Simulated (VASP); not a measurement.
Level of theory: PBE GGA with D4 dispersion, VASP's PBE PAW potentials (set 64) (plane waves; VASP).

VASP ran on this input.

**INCAR**
```
SYSTEM  =  PtS2
PREC  =  Accurate; ENCUT  =  520; LREAL  =  .FALSE.
LASPH  =  .TRUE.; ICHARG  =  11
EDIFF  =  1E-7; NELM  =  100; ALGO  =  Normal
LMAXMIX  =  6
ISMEAR  =  0; SIGMA  =  0.05
GGA  =  PE; IVDW  =  13
LWAVE  =  .FALSE.; LCHARG  =  .FALSE.; LORBIT  =  11
```

File KPOINTS:
```
k-points along high-symmetry lines
10
Line-mode
Reciprocal
  0.000000   0.000000   0.000000 ! GAMMA
  0.500000  -0.000000   0.000000 ! M

  0.500000  -0.000000   0.000000 ! M
  0.333333   0.333333   0.000000 ! K

  0.333333   0.333333   0.000000 ! K
  0.000000   0.000000   0.000000 ! GAMMA

  0.000000   0.000000   0.000000 ! GAMMA
  0.000000   0.000000   0.500000 ! A

  0.000000   0.000000   0.500000 ! A
  0.500000  -0.000000   0.500000 ! L

  0.500000  -0.000000   0.500000 ! L
  0.333333   0.333333   0.500000 ! H

  0.333333   0.333333   0.500000 ! H
  0.000000   0.000000   0.500000 ! A

  0.500000  -0.000000   0.500000 ! L
  0.500000  -0.000000   0.000000 ! M

  0.333333   0.333333   0.500000 ! H
  0.333333   0.333333   0.000000 ! K
```

### POSCAR
```
PtS2
1.0
  1.7886373129  -3.0980107750   0.0000000000
  1.7886373129   3.0980107750   0.0000000000
  0.0000000000   0.0000000000   4.7393085925
Pt S
1 2
direct
  0.0000000000   0.0000000000   0.0000000000
  0.3333330000   0.6666670000   0.2547983321
  0.6666670000   0.3333330000   0.7452016679
```

POTCAR, in this order: Pt S (PBE.64 set). Program: vasp_std. Read from the step before: CHGCAR.

What VASP printed:

**OSZICAR**
```
       N       E                     dE             d eps       ncg     rms          rms(c)
DAV:   1     0.116831196332E+03    0.11683E+03   -0.10712E+04  2732   0.131E+03
DAV:   2    -0.105688131571E+02   -0.12740E+03   -0.12442E+03  3463   0.251E+02
DAV:   3    -0.151803015811E+02   -0.46115E+01   -0.45833E+01  3428   0.503E+01
DAV:   4    -0.152334245142E+02   -0.53123E-01   -0.53106E-01  3484   0.580E+00
DAV:   5    -0.152343208933E+02   -0.89638E-03   -0.89636E-03  3533   0.740E-01
DAV:   6    -0.152343471462E+02   -0.26253E-04   -0.26253E-04  3630   0.120E-01
DAV:   7    -0.152343479983E+02   -0.85205E-06   -0.85171E-06  3540   0.199E-02
DAV:   8    -0.152343480318E+02   -0.33489E-07   -0.34218E-07  3539   0.374E-03
   1 F= -.16610180E+02 E0= -.16610099E+02  d E =-.160984E-03
```

OUTCAR:
```
 val. band max:        7.7276278656   @ k =   0.0000   0.0000   0.0000

 cond. band min:       7.8649596955   @ k =   0.1481   0.1481   0.5000



 k-point     1 :       0.0000    0.0000    0.0000
  band No.  band energies     occupation
      1      -8.1063      2.00000
      2      -4.8061      2.00000
      3       0.2104      2.00000
      4       0.7181      2.00000
      5       0.7181      2.00000
      6       3.5444      2.00000
      7       3.5444      2.00000
      8       5.2983      2.00000
      9       6.1939      2.00000
     10       6.1939      2.00000
     11       7.7276      1.97066
     12       9.0497      0.00000
     13       9.0497      0.00000
     14      11.5306      0.00000
     15      12.7916      0.00000

 k-point     2 :       0.0556    0.0000    0.0000
  band No.  band energies     occupation
      1      -8.0674      2.00000
      2      -4.8329      2.00000
      3       0.2537      2.00000
      4       0.7441      2.00000
      5       0.7583      2.00000
      6       3.4892      2.00000
      7       3.5122      2.00000
      8       5.1937      2.00000
      9       6.1395      2.00000
     10       6.1839      2.00000
     11       7.6380      2.00000
     12       9.0028      0.00000
     13       9.0512      0.00000
     14      11.7744      0.00000
     15      12.9540      0.00000

 k-point     3 :       0.1111    0.0000    0.0000
  band No.  band energies     occupation
      1      -7.9524      2.00000
      2      -4.9090      2.00000
      3       0.3802      2.00000
      4       0.8195      2.00000
      5       0.8756      2.00000
      6       3.3103      2.00000
      7       3.4280      2.00000
      8       4.9082      2.00000
      9       6.0216      2.00000
     10       6.1364      2.00000
     11       7.3690      2.00000
     12       8.9715      0.00000
     13       9.0736      0.00000
     14      12.3286      0.00000
     15      13.3689      0.00000

...
```

The density is held fixed in this step, so its total energy and stress have no physical meaning. Unless said otherwise, spin-orbit coupling is left out, though it shifts the bands of the heavy elements here.

The compound is PtS2 in the 1T layered structure. It was relaxed first.
